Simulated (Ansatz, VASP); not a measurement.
# NbFeF6: VASP beside Ansatz

One calculation is typed for both programs; each brings its own data sets and cutoff. How far apart do they land?

Main program and level: Ansatz 0.2.0; plane waves, with VASP 6.6.1 beside it; single point at PBEsol.

## 1. Set-up

It takes space group R-3 (No. 148, trigonal). Conventional cell: a = 5.505 Å, b = 5.505 Å, c = 13.870 Å, α = 90.00°, β = 90.00°, γ = 120.00°. Nearest to Nb lie 6 F at 1.99 Å. Nearest to Fe lie 6 F at 2.02 Å. Nearest to F lie 1 Nb at 1.99 Å and 1 Fe at 2.02 Å. Farther neighbours and most contacts between anions are not listed.

## 2. Ansatz: single point, PBEsol

Ansatz runs on its default PAW (the set named soft_2) files.

A single point gives forces, pressure and levels at one fixed geometry, so differences don't come from the geometry; what else differs is listed under the comparison.

File input.yaml:

```yaml
crystal:
  lattice:
    - [-5.5047660967, -3.1781782077, 4.62349309]
    - [5.5047661139, -3.1781781779, 4.62349309]
    - [-1.71e-08, 6.3563563855, 4.62349309]
  atoms:
    - { symbol: Nb, position: [0.5, 0.5, 0.5] }
    - { symbol: Nb, position: [0.0, 0.0, 0.5] }
    - { symbol: Nb, position: [0.0, 0.5, 0.0] }
    - { symbol: Nb, position: [0.5, 0.0, 0.0] }
    - { symbol: Fe, position: [0.0, 0.0, 0.0], spin: 3.0 }
    - { symbol: Fe, position: [0.5, 0.5, 0.0], spin: 3.0 }
    - { symbol: Fe, position: [0.5, 0.0, 0.5], spin: 3.0 }
    - { symbol: Fe, position: [0.0, 0.5, 0.5], spin: 3.0 }
    - { symbol: F, position: [0.4617090023, 0.2518225823, 0.5358890502] }
    - { symbol: F, position: [0.9617090023, 0.7518225823, 0.5358890502] }
    - { symbol: F, position: [0.9617090023, 0.2518225823, 0.0358890503] }
    - { symbol: F, position: [0.4617090023, 0.7518225823, 0.0358890502] }
    - { symbol: F, position: [0.5358890502, 0.4617090022, 0.2518225823] }
    - { symbol: F, position: [0.0358890503, 0.9617090023, 0.2518225823] }
    - { symbol: F, position: [0.0358890503, 0.4617090023, 0.7518225823] }
    - { symbol: F, position: [0.5358890503, 0.9617090023, 0.7518225823] }
    - { symbol: F, position: [0.2518225823, 0.5358890503, 0.4617090022] }
    - { symbol: F, position: [0.7518225823, 0.0358890503, 0.4617090022] }
    - { symbol: F, position: [0.7518225823, 0.5358890503, 0.9617090022] }
    - { symbol: F, position: [0.2518225823, 0.0358890503, 0.9617090022] }
    - { symbol: F, position: [0.5382909978, 0.7481774177, 0.4641109497] }
    - { symbol: F, position: [0.0382909978, 0.2481774177, 0.4641109497] }
    - { symbol: F, position: [0.0382909978, 0.7481774177, 0.9641109498] }
    - { symbol: F, position: [0.5382909978, 0.2481774177, 0.9641109498] }
    - { symbol: F, position: [0.4641109498, 0.5382909978, 0.7481774177] }
    - { symbol: F, position: [0.9641109498, 0.0382909978, 0.7481774177] }
    - { symbol: F, position: [0.9641109498, 0.5382909978, 0.2481774177] }
    - { symbol: F, position: [0.4641109498, 0.0382909978, 0.2481774177] }
    - { symbol: F, position: [0.7481774177, 0.4641109498, 0.5382909977] }
    - { symbol: F, position: [0.2481774177, 0.9641109498, 0.5382909978] }
    - { symbol: F, position: [0.2481774177, 0.4641109498, 0.0382909977] }
    - { symbol: F, position: [0.7481774177, 0.9641109498, 0.0382909978] }
hamiltonian:
  xc: pbesol
  pseudopotentials: { kind: paw }
magnetization:
  spin_polarized: true
kpoints:
  mp_grid: { grid: [3, 3, 3] }
scf:
  occupations: { method: methfessel_paxton, width: 0.2 }
  n_extra_bands: 20
output:
  forces: true
  stress: true
  eigenvalues: true
  write_density: true
  write_potential: true
  elf: true
  volumetric_format: npy
```

Started as:

```console
> ansatz run input.yaml --threads 4 --pin off --max-ram 18432MiB --backend cpu --events-out ev --progress --plain --runs-dir out
```

Numbers of over 12 decimals in the logs are rounded to 6 here.

The log of the run:

```text
Warning: the band count 162 (scf.n_extra_bands) hosts the net moment |M| = 12.0000 μB (N_el = 284) but caps the reachable moment at 2·n_bands − N_el = 40.0000 μB, below the 180 bands that the automatic rule leaves for it — a moment growing past the seed, or the majority channel's smearing tail, pins there with fewer empty majority states than that count leaves; raise or omit scf.n_extra_bands unless the cap is intended
scf.n_extra_bands = 20 over 142 filled bands (N_el = 284.0): the run solves 162 bands
Engine: ansatz 0.2.0, aarch64-unknown-linux-gnu
Pseudopotentials: kind: paw
Pseudopotential: Nb, paw, valence charge 13, recommended cutoff 420 eV (normal), Nb.paw.azcp
Pseudopotential: Fe, paw, valence charge 16, recommended cutoff 420 eV (normal), Fe.paw.azcp
Pseudopotential: F, paw, valence charge 7, recommended cutoff 420 eV (normal), F.paw.azcp
Functional definition: PBEsol
  exchange = pbesol_x
  correlation = pbesol_c
Crystal: 32 atoms, lattice volume = 485.332 Å³
Basis set: ecut = 420 eV, 9465 PW (Γ), exchange–correlation on 108×108×108 points (8 copies of the dense FFT grid, shifted against one another)
Bands: 162, of which v1, the nominal top of the filled ones, is band 142 counted from 1 (141 counted from 0)
Symmetry: 24 space group operations
Space group: R-3 (ITA 148), of the structure as read, at distance tolerance 7.9e-5 Å
Magnetic group: BNS 148.17 (UNI 1247), of the structure as read, at distance tolerance 7.9e-5 Å
k-points: 6 of 27
Non-local potential: Nb, projectors of the file, l = 0: 3, l = 1: 2, l = 2: 2, l = 3: 1
Non-local potential: Fe, projectors of the file, l = 0: 3, l = 1: 2, l = 2: 3, l = 3: 1
Non-local potential: F, projectors of the file, l = 0: 2, l = 1: 2, l = 2: 1
PAW form: soft (Blöchl's): semilocal exchange-correlation on the pseudo side does not see the compensation charge
PAW frozen core: Nb, regenerated for the run's functional, and the local potential with it (the file was generated under x = pbe(κ = 0.804, μ = 0.219515), c = pbe(β = 0.066725))
PAW frozen core: Fe, regenerated for the run's functional, and the local potential with it (the file was generated under x = pbe(κ = 0.804, μ = 0.219515), c = pbe(β = 0.066725))
PAW frozen core: F, regenerated for the run's functional, and the local potential with it (the file was generated under x = pbe(κ = 0.804, μ = 0.219515), c = pbe(β = 0.066725))
PAW one-centre angular grid: Nb, 590 points (default); XC on 64 Gauss nodes
PAW one-centre angular grid: Fe, 590 points (default); XC on 64 Gauss nodes
PAW one-centre angular grid: F, 110 points (default); XC on 64 Gauss nodes
Initial density: superposition of atomic densities (chi_scale 0.1, normalization cell, long waves kept (reshape's long-wave potential 0.02 eV rms))
Starting moments: Σ|m| = 12 μB on 4 of 32 sites
Initial wavefunctions: pseudopotential atomic-orbital guess
Functional: x = pbesol(κ = 0.804, μ = 0.123457), c = pbesol(β = 0.046)
SCF iter   1: F=—  HF=-55030.542466 eV  |F-HF|=—  |Δ(HF+E_count)|=         —  Δρ=1.26e-1 (↑1.11e-1 ↓1.26e-1)  dr2=2.66e2  dr2_m=1.18e0  M=12.000 μB ∫|m|=12.004 μB  β_m=0.30  ethr=3.10e-3  ⟨swp⟩=5.2  Hψ=7076  notcnv=0
Mixer restart at iter 1: flushing history
preconditioner: auto → none  [metal: Δε(μ)=0.006 eV  Ē_g=9.617 eV  σ=0.200 eV  W_gap=0.02  n_scr=122 (ndim 8)  ℏωp=25.0 eV  f_vac=0.207  D(μ)=25.71/eV (n_scr^D=250)  sad-step TF]
SCF iter   2: F=—  HF=-55008.558551 eV  |F-HF|=—  |Δ(HF+E_count)|=    2.20e1  Δρ=4.92e-2 (↑4.92e-2 ↓3.70e-2)  dr2=5.31e1  dr2_m=8.24e-1  M=12.000 μB ∫|m|=12.809 μB  β_m=0.37  ethr=3.10e-3  ⟨swp⟩=3.5  Hψ=4824  notcnv=0  defer=93
SCF iter   3: F=—  HF=-55002.734487 eV  |F-HF|=—  |Δ(HF+E_count)|=    5.82e0  Δρ=7.83e-2 (↑2.05e-2 ↓7.83e-2)  dr2=4.59e1  dr2_m=5.68e0  M=13.469 μB ∫|m|=18.660 μB  β_m=0.34  ethr=3.10e-3  ⟨swp⟩=3.5  Hψ=4494  notcnv=0  defer=80
SCF iter   4: F=—  HF=-55002.607514 eV  |F-HF|=—  |Δ(HF+E_count)|=   1.27e-1  Δρ=2.64e-2 (↑1.94e-2 ↓2.64e-2)  dr2=3.12e0  dr2_m=1.29e0  M=12.033 μB ∫|m|=16.888 μB  β_m=0.36  ethr=3.10e-3  ⟨swp⟩=3.4  Hψ=4194  notcnv=0  defer=11
SCF iter   5: F=—  HF=-55002.637180 eV  |F-HF|=—  |Δ(HF+E_count)|=   2.97e-2  Δρ=2.55e-2 (↑1.03e-2 ↓2.55e-2)  dr2=1.17e0  dr2_m=1.22e0  M=12.002 μB ∫|m|=18.445 μB  β_m=0.68  ethr=1.10e-3  ⟨swp⟩=3.0  Hψ=4138  notcnv=0  defer=11
SCF iter   6: F=—  HF=-55003.321260 eV  |F-HF|=—  |Δ(HF+E_count)|=   6.84e-1  Δρ=7.68e-3 (↑7.68e-3 ↓5.31e-3)  dr2=7.43e-1  dr2_m=4.34e-2  M=12.000 μB ∫|m|=19.556 μB  β_m=0.57  ethr=4.11e-4  ⟨swp⟩=2.1  Hψ=3878  notcnv=0  defer=11
SCF iter   7: F=—  HF=-55003.087288 eV  |F-HF|=—  |Δ(HF+E_count)|=   2.34e-1  Δρ=4.34e-3 (↑3.39e-3 ↓4.34e-3)  dr2=1.37e-1  dr2_m=3.77e-2  M=12.000 μB ∫|m|=19.516 μB  β_m=0.55  ethr=2.62e-4  ⟨swp⟩=2.0  Hψ=3474  notcnv=0  defer=13
SCF iter   8: F=—  HF=-55003.074946 eV  |F-HF|=—  |Δ(HF+E_count)|=         —  Δρ=1.02e-3 (↑9.63e-4 ↓1.02e-3)  dr2=2.37e-3  dr2_m=3.76e-3  M=12.000 μB ∫|m|=19.253 μB  β_m=0.55  ethr=4.83e-5  ⟨swp⟩=2.0  Hψ=3408  notcnv=0  defer=14
Mixer restart at iter 8: flushing history
[...]
Mixer restart at iter 14: flushing history
iteration 14: the input's own smearing fills from here on; a Gaussian of 0.2 eV has filled iterations ahead of it
[...]
SCF iter  19: F=—  HF=-55002.863277 eV  |F-HF|=—  |Δ(HF+E_count)|=   8.95e-5  S|Δr|=    0.00e0  Δρ=5.89e-5 (↑1.14e-5 ↓5.89e-5)  dr2=4.35e-6  dr2_m=4.24e-6  M=12.000 μB ∫|m|=19.275 μB  β_m=0.45  ethr=1.34e-9  ⟨swp⟩=3.0  Hψ=4521  notcnv=0  defer=11
SCF iter  20: F=—  HF=-55002.863284 eV  |F-HF|=—  |Δ(HF+E_count)|=   7.20e-6  S|Δr|=    0.00e0  Δρ=5.68e-5 (↑5.88e-6 ↓5.68e-5)  dr2=8.56e-6  dr2_m=4.03e-6  M=12.000 μB ∫|m|=19.273 μB  β_m=0.73  ethr=1.34e-9  ⟨swp⟩=2.0  Hψ=3614  notcnv=0  defer=11
SCF iter  21: F=—  HF=-55002.863298 eV  |F-HF|=—  |Δ(HF+E_count)|=   1.40e-5  S|Δr|=    0.00e0  Δρ=1.12e-4 (↑3.96e-5 ↓1.12e-4)  dr2=9.14e-5  dr2_m=9.95e-6  M=12.000 μB ∫|m|=19.267 μB  β_m=0.53  ethr=1.34e-9  ⟨swp⟩=2.0  Hψ=3724  notcnv=0  defer=11  recentre
SCF iter  22: F=—  HF=-55002.863291 eV  |F-HF|=—  |Δ(HF+E_count)|=   6.94e-6  S|Δr|=    0.00e0  Δρ=1.34e-5 (↑4.26e-6 ↓1.34e-5)  dr2=8.51e-7  dr2_m=2.81e-7  M=12.000 μB ∫|m|=19.274 μB  β_m=0.48  ethr=1.34e-9  ⟨swp⟩=2.0  Hψ=3724  notcnv=0  defer=11
SCF iter  23: F=-55002.863291 eV  HF=-55002.863291 eV  |F-HF|=5.35e-8  |Δ(HF+E_count)|=   2.10e-7  S|Δr|=    0.00e0  Δρ=4.87e-6 (↑1.09e-6 ↓4.87e-6)  dr2=8.92e-8  dr2_m=3.37e-8  M=12.000 μB ∫|m|=19.274 μB  ethr=3.52e-11  ⟨swp⟩=9.4  Hψ=13674  notcnv=0
SCF 1 converged in 23 iterations: F = -55002.863291 eV  dr2 = 8.92e-8
  greatest PAW one-centre occupation: 1.006 electrons in one spin orbital (limit 2), on the Fe atom at site 7 (counted from 0), in its partial waves of l = 1
this state was not tested for a lower state beside it, because cold or Methfessel-Paxton smearing, or corrected tetrahedra, fill the levels in a way that the test cannot read (fill_not_monotonic; see scf.lower_state_search)
SCF converged after 23 iterations
Magnetization: 12.0000 μB (148.0000 up, 136.0000 down)
Absolute magnetization: 19.2784 μB (∫|ρ↑−ρ↓|, with the PAW one-centre terms)
Spin contamination: 3.3549 ħ² per cell (⟨S²⟩ above its minimum at these occupations)
Per-site moments (μB) at R_I (Å): [(-0.471324, 0.822261), (-0.471324, 0.822261), (-0.471324, 0.822261), (-0.471324, 0.822261), (3.363194, 0.833542), (3.363194, 0.833542), (3.363194, 0.833542), (3.363194, 0.833542), (0.035357, 0.822261), (0.035357, 0.822261), (0.035357, 0.822261), (0.035357, 0.822261), (0.035357, 0.822261), (0.035357, 0.822261), (0.035357, 0.822261), (0.035357, 0.822261), (0.035357, 0.822261), (0.0353 [...]
Free energy (F): -55002.863291 eV
Harris-Foulkes:  -55002.863291 eV  (|F-HF|=5.35e-8)
Internal energy: -55002.863237 eV  (E = F + TS)
E sigma→0 (E₀):  -55002.863278 eV
Entropy (-TS):   -0.000054 eV (-0.002 meV/atom)
Fermi energy:    6.006444 eV
Step filling:    the computed levels leave a gap of 0.0344 eV = 0.2 smearing widths at the electron count; against every level under it full and every level over it empty, smearing changes F+E_penalty+E_count by +8.061 meV and its σ→0 estimate by +8.075 meV
--- Per-component energies (eV) ---
  E_band       = -3827.710774
  E_kinetic    = 7846.360867
  E_local      = -36233.826665  (includes V_loc(G=0)·N_el)
  E_nonlocal   = 3190.052919
  E_hartree    = 14218.030093
  E_xc         = -3013.590213
  E_vxc        = -3836.146169  (∫ρ·V_xc dr)
  E_paw        = -22077.883163  (= ΣΔE_a)
  E_vpaw       = -3230.240662  (= ΣTr[D̂ρ^β])
  E_aug_tail   = 0.051170  (compensation charges beyond the density's cutoff)
  E_ewald      = -18934.548511
  E_core_change = 2.490266  (= ΣΔE_core)
  E_smearing   = -0.000054  (= −TS)
  E_closure    = -0.000000  (closes the sum)
  Σ components = -55002.863291   (vs F -55002.863291, Δ=0.00e0)
--- Forces (eV/Å), atoms counted from 1 ---
  atom   1  Nb    -0.00000000    -0.00000000     0.00000000
  atom   2  Nb     0.00000000     0.00000000    -0.00000000
  atom   3  Nb     0.00000000     0.00000000     0.00000000
  atom   4  Nb     0.00000000     0.00000000     0.00000000
  atom   5  Fe    -0.00000000     0.00000000    -0.00000000
  atom   6  Fe     0.00000000     0.00000000    -0.00000000
  atom   7  Fe    -0.00000000    -0.00000000    -0.00000000
  atom   8  Fe     0.00000000     0.00000000    -0.00000000
  atom   9  F      0.20294037    -0.26368960     0.28716945
  atom  10  F      0.20294037    -0.26368960     0.28716945
  atom  11  F      0.20294037    -0.26368960     0.28716945
  atom  12  F      0.20294037    -0.26368960     0.28716945
  atom  13  F      0.12689171     0.30759631     0.28716945
  atom  14  F      0.12689171     0.30759631     0.28716945
  atom  15  F      0.12689171     0.30759631     0.28716945
  atom  16  F      0.12689171     0.30759631     0.28716945
  atom  17  F     -0.32983208    -0.04390671     0.28716945
  atom  18  F     -0.32983208    -0.04390671     0.28716945
  atom  19  F     -0.32983208    -0.04390671     0.28716945
  atom  20  F     -0.32983208    -0.04390671     0.28716945
  atom  21  F     -0.20294037     0.26368960    -0.28716945
  atom  22  F     -0.20294037     0.26368960    -0.28716945
  atom  23  F     -0.20294037     0.26368960    -0.28716945
  atom  24  F     -0.20294037     0.26368960    -0.28716945
  atom  25  F     -0.12689171    -0.30759631    -0.28716945
  atom  26  F     -0.12689171    -0.30759631    -0.28716945
  atom  27  F     -0.12689171    -0.30759631    -0.28716945
  atom  28  F     -0.12689171    -0.30759631    -0.28716945
  atom  29  F      0.32983208     0.04390671    -0.28716945
  atom  30  F      0.32983208     0.04390671    -0.28716945
  atom  31  F      0.32983208     0.04390671    -0.28716945
  atom  32  F      0.32983208     0.04390671    -0.28716945
  max |Σ_I F_I| component: 6.66e-16 eV/Å
--- Stress (GPa, compression-positive) ---
       -2.171671      -0.000010       0.000000
        0.000010      -2.171671      -0.000000
        0.000000      -0.000000      -2.058428
  P = ⅓ Tr σ = -2.1339 GPa (-21.339 kbar)
--- Band table (eV; the first three rows and the last of 12) ---
  k-point 0 ↑: bands = [... 138 lower, 3.0642, 3.0642, 3.5363, 3.5363, 3.5624, 3.5624, 3.5624, 3.8289, ... 16 higher]
  k-point 1 ↑: bands = [... 138 lower, 3.0643, 3.0711, 3.5389, 3.5520, 3.7237, 3.7273, 3.8118, 3.8495, ... 16 higher]
  k-point 2 ↑: bands = [... 138 lower, 3.0490, 3.0578, 3.6839, 3.7213, 3.7254, 3.8262, 3.9292, 3.9324, ... 16 higher]
  k-point 5 ↓: bands = [... 138 lower, 6.1312, 6.1388, 6.1782, 6.1852, 6.2055, 6.2355, 6.2541, 6.2543, ... 16 higher]
```

It took 68 s on 4 threads of Arm Neoverse V1, shared host; peak memory 2.2 GiB.

Reading the cycles: dr2 is the Hartree energy of the density residual (eV), the measure of convergence; HF is the Harris–Foulkes estimate of the energy, which meets the free energy F at convergence.

The run ends at a pressure of -2.13 GPa, with forces up to 0.44 eV/Å.

(Part 1 of 2 ends here.)

[Lines on the potential files, build, host, timing and source positions are cut from VASP's logs without a mark.]

[Logs are printed without paths, hosts, clocks, repeated set-up lines and the standing remarks that a program may print on its own settings, such as how far it seeks lower states.]

[Hosts, paths, dates, database ids (printed as entryN), source tags and the programs' standing remarks are cut or masked in the printed files.]
